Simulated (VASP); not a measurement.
Here is the system:

```
CELL_PARAMETERS angstrom
      4.00304     0.00000     0.00000
      0.00000     4.00304     0.00000
      0.00000     0.00000     4.11539
ATOMIC_POSITIONS crystal
  Ba 0.00000 0.00000 0.00338
  Ti 0.50000 0.50000 0.52139
  O  0.50000 0.50000 0.97030
  O  0.00000 0.50000 0.48447
  O  0.50000 0.00000 0.48447
```

These are optB88-vdW, VASP's PBE PAW potentials (set 64) (plane waves; VASP) values and carry that method's errors. Numerical set-up: 520 eV cut-off, Gaussian smearing of 0.050 eV, potentials Ba_sv Ti_sv O.

Unless said otherwise, spin-orbit coupling is left out, though it shifts the bands of the heavy elements here.

Give the energies of bands 12 to 23 at the high-symmetry points, in eV from the valence-band maximum.

```
band      Γ      X      M      Z      R      A
----  -----  -----  -----  -----  -----  -----
12    -2.44  -3.97  -4.27  -3.97  -4.20  -4.38
13    -2.36  -2.81  -4.02  -2.76  -4.05  -3.78
14    -2.36  -2.80  -3.79  -2.76  -3.77  -3.76
15    -1.45  -2.43  -2.80  -2.03  -2.86  -2.58
16    -1.45  -1.92  -2.80  -2.03  -2.60  -2.53
17    -1.20  -1.88  -1.88  -1.98  -1.77  -2.53
18    -0.61  -1.68  -1.08  -1.93  -1.03  -0.27
19    -0.46  -1.26  -1.08  -0.72  -0.98  -0.27
20    -0.46  -1.07  -0.07  -0.72  -0.35   0.00
21     1.76   2.28   3.48   1.89   3.41   3.97
22     2.18   3.39   3.48   3.40   3.42   3.97
23     2.18   3.46   3.83   3.40   3.73   4.03
```

The gap is indirect, 1.76 eV, from the valence maximum at A to the conduction minimum at Γ.

The compound is BaTiO3 in the tetragonal perovskite structure. It was relaxed first.
